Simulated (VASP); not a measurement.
A convergence study with VASP on Co: one setting is varied, all else stays as given below, so the limit is that of these other settings.

```
CELL_PARAMETERS angstrom
      2.52255     0.00000     0.00000
     -1.26127     2.18459     0.00000
      0.00000     0.00000    20.13549
ATOMIC_POSITIONS crystal
  Co 0.66667 0.33333 0.34764
  Co 0.33333 0.66667 0.44922
  Co 0.66667 0.33333 0.55078
  Co 0.33333 0.66667 0.65236
```
Starting moments (μB, in the order of the record's atoms Co Co Co Co): 3.0 3.0 3.0 3.0.

Method: LDA (Ceperley-Alder, Perdew-Zunger), VASP's LDA PAW potentials (set 64) (plane waves; VASP). The tightest run used: 300 eV cut-off, 38×38×1 Γ-centred mesh, Fermi-Dirac smearing of 0.10 eV, potentials Co.

Task: The settings run are 3×3×1 mesh; 4×4×1 mesh; 5×5×1 mesh; 6×6×1 mesh; 7×7×1 mesh; 8×8×1 mesh; 9×9×1 mesh; 11×11×1 mesh; 13×13×1 mesh; 15×15×1 mesh; 17×17×1 mesh; 20×20×1 mesh; 24×24×1 mesh; 28×28×1 mesh; 33×33×1 mesh; 38×38×1 mesh. From which on does the largest force stay within 0.02 eV/Å of the tightest run?

Result: From 7×7×1 mesh on: it is off by 0.002 there and by no more than 0.02 in any finer run, while 6×6×1 mesh is off by 0.042.
```
setting       E (eV/atom)  largest force (eV/Å)  moment (μB)  irreducible k-points  difference judged (eV/Å)
------------  -----------  --------------------  -----------  --------------------  ------------------------
3×3×1 mesh        -7.5041                 1.389        7.569                     3                     0.218
4×4×1 mesh        -7.5603                 1.041        6.662                     4                     0.130
5×5×1 mesh        -7.5023                 1.195        7.216                     5                     0.024
6×6×1 mesh        -7.5655                 1.213        6.553                     7                     0.042
7×7×1 mesh        -7.5213                 1.173        6.308                     8                     0.002
8×8×1 mesh        -7.5399                 1.166        6.872                    10                     0.005
9×9×1 mesh        -7.5405                 1.186        6.357                    12                     0.015
11×11×1 mesh      -7.5398                 1.161        6.600                    16                     0.010
13×13×1 mesh      -7.5395                 1.170        6.661                    21                     0.001
15×15×1 mesh      -7.5379                 1.171        6.670                    27                     0.000
17×17×1 mesh      -7.5363                 1.171        6.628                    33                     0.000
20×20×1 mesh      -7.5375                 1.172        6.621                    44                     0.001
24×24×1 mesh      -7.5371                 1.170        6.619                    61                     0.001
28×28×1 mesh      -7.5372                 1.171        6.611                    80                     0.000
33×33×1 mesh      -7.5372                 1.171        6.613                   108                     0.000
38×38×1 mesh      -7.5372                 1.171        6.613                   140                     0.000
```

Left out are rungs that failed or repeat a setting and relaxations that didn't move; long series are thinned to 24 rows.

The cell is a sheet or thin cut with vacuum, built from a generated structure.
